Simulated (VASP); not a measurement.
The input files of a VASP run:

File KPOINTS:
```
Automatic mesh
0
Gamma
6 6 6
0 0 0
```

File POSCAR:
```
ZnSe
1
    0.0000000000     2.8350000000     2.8350000000
    2.8350000000     0.0000000000     2.8350000000
    2.8350000000     2.8350000000     0.0000000000
Zn Se
1 1
Direct
  0.0000000000   0.0000000000   0.0000000000
  0.2500000000   0.2500000000   0.2500000000
```

**INCAR**
```
SYSTEM = ZnSe
PREC = Accurate
ENCUT = 400
EDIFF = 1E-6
NELM = 100
ALGO = Normal
LREAL = .FALSE.
LASPH = .TRUE.
ISMEAR = 0
SIGMA = 0.05
GGA = PE
LMAXMIX = 4
LWAVE = .FALSE.
LCHARG = .FALSE.
ISIF = 2
```

POTCAR, in this order: Zn Se (PBE.64 set). Program: vasp_gam.

The resulting files:

### standard output
```
 POSCAR found type information on POSCAR ZnSe
 POSCAR found :  2 types and       2 ions
 Reading from existing POTCAR
 Reading from existing POTCAR
 LDA part: xc-table for (Slater+PW92), standard interpolation

 -----------------------------------------------------------------------------
|                                                                             |
|     EEEEEEE  RRRRRR   RRRRRR   OOOOOOO  RRRRRR      ###     ###     ###     |
|     E        R     R  R     R  O     O  R     R     ###     ###     ###     |
|     E        R     R  R     R  O     O  R     R     ###     ###     ###     |
|     EEEEE    RRRRRR   RRRRRR   O     O  RRRRRR       #       #       #      |
|     E        R   R    R   R    O     O  R   R                               |
|     E        R    R   R    R   O     O  R    R      ###     ###     ###     |
|     EEEEEEE  R     R  R     R  OOOOOOO  R     R     ###     ###     ###     |
|                                                                             |
|     You are using the Gamma-point-only version with more than one           |
|     k-point or some other non-Gamma k-point.                                |
|                                                                             |
|       ---->  I REFUSE TO CONTINUE WITH THIS SICK JOB ... BYE!!! <----       |
|                                                                             |
 -----------------------------------------------------------------------------
```

**Question.** Read input and log: which fault does this run have?
(A) the mesh has unequal divisions along equivalent axes and breaks the lattice's symmetry
(B) SIGMA is far too large
(C) one atom is typed twice, on or next to the same site
(D) the Γ-only program was given a k-mesh

**Answer.** D, the Γ-only program was given a k-mesh. VASP stops with an error: You are using the Gamma-point-only version with more than one k-point or some other non-Gamma k-point. ----> I REFUSE TO CONTINUE WITH THIS SICK JOB ... BYE!!! <----

To mend it, run vasp_std.

The mended run (PBE GGA, plane waves, VASP's PBE PAW potentials (set 64)) converges, and its OSZICAR ends with
```
   1 F= -.60144845E+01 E0= -.60144845E+01  d E =-.189234E-14
```

The compound is ZnSe in the zinc blende structure. The cell was not relaxed at this level.
